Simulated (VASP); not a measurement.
Computed with PBE GGA, VASP's PBE PAW potentials (set 64) (plane waves; VASP).

A VASP calculation is set up with these files.

POSCAR:
```
ZnS
1
    0.0000000000     2.7205248769     2.7205248769
    2.7205248769    -0.0000000000     2.7205248769
    2.7205248769     2.7205248769     0.0000000000
Zn S
1 1
Direct
  0.0000000000   0.0000000000   0.0000000000
  0.2500000000   0.2500000000   0.2500000000
```

**INCAR**
```
# general
SYSTEM =ZnS
PREC   =Accurate
ENCUT  =480   # plane-wave cut-off (eV)
LREAL  =.FALSE.
LASPH  =.TRUE.

# electronic loop
EDIFF  =1E-7
NELM   =100
ALGO   =Normal   # blocked Davidson
LMAXMIX=4

# smearing
ISMEAR =0
SIGMA  =0.05

# functional
GGA    =PE   # PBE

# ions
IBRION =2
NSW    =40   # most ionic steps
ISIF   =3   # ions, shape and volume
EDIFFG =-0.01   # ionic stop
PSTRESS=300

# output
LWAVE  =.FALSE.
LCHARG =.FALSE.
```

### KPOINTS
```
kpoints
0
gamma
  8 8 8
```

POTCAR, in this order: Zn S (PBE.64 set). Program: vasp_std.

**Question.** What will the output report for the number of irreducible k-points (NKPTS), number of bands (NBANDS), largest plane-wave count, number of space-group operations, FFT grid (NGX, NGY, NGZ)?

**Answer.** 
```yaml
number of irreducible k-points (NKPTS): 29
number of bands (NBANDS): 13
largest_plane_wave_count: 982
number_of_space_group_operations: 24
FFT grid (NGX, NGY, NGZ): 28 × 28 × 28
```

The compound is ZnS in the zinc blende structure. This run relaxes it under an external pressure of 30 GPa. Symmetry was kept, so distortions that lower it aren't found.
